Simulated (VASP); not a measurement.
Runs of VASP 6.6.1 on H2Os. Symmetry: P4/mmm, No. 123, tetragonal system. The conventional cell has a = 2.492 Å, b = 2.492 Å, c = 4.602 Å, α = 90.00°, β = 90.00°, γ = 90.00°. H (site symmetry 4mm) is surrounded by 1 H at 0.97 Å. Os (site symmetry 4/mmm) is surrounded by 2 H at 1.82 Å. The cell was built by a generator and needn't be a form met in nature.

| share of exact exchange | gap on the mesh (eV) | pressure (GPa) | largest force (eV/Å) |
| --- | --- | --- | --- |
| 0.5 | none | -11.9 | 0.07 |
| 0.2 | none | (b) | 0.03 |
| 0.4 | none | -10.7 | 0.02 |
| 0.3 | none | -8.3 | 0.03 |
| 0.15 | none | (a) | 0.02 |

Alike in all rows: task single point; level HSE(alpha, omega); potentials or basis VASP PAW PBE potentials, release 64 (H, Os); no spin polarisation; cell as given; k mesh 6 × 6 × 3; cutoff (eV) 520; smearing fermi-dirac 0.05 eV; the mesh is coarse, so values aren't converged.

Fill in the values left out.

(a) -4.5; (b) -5.8.

Caveats: all runs use coarse meshes; the PAW data sets were made with another functional, which shifts forces and pressure a little.

A k mesh can miss the band edges, and the runs leave out spin-orbit coupling on Os.

A gap of «none» marks a metal or a gap under the smearing width.
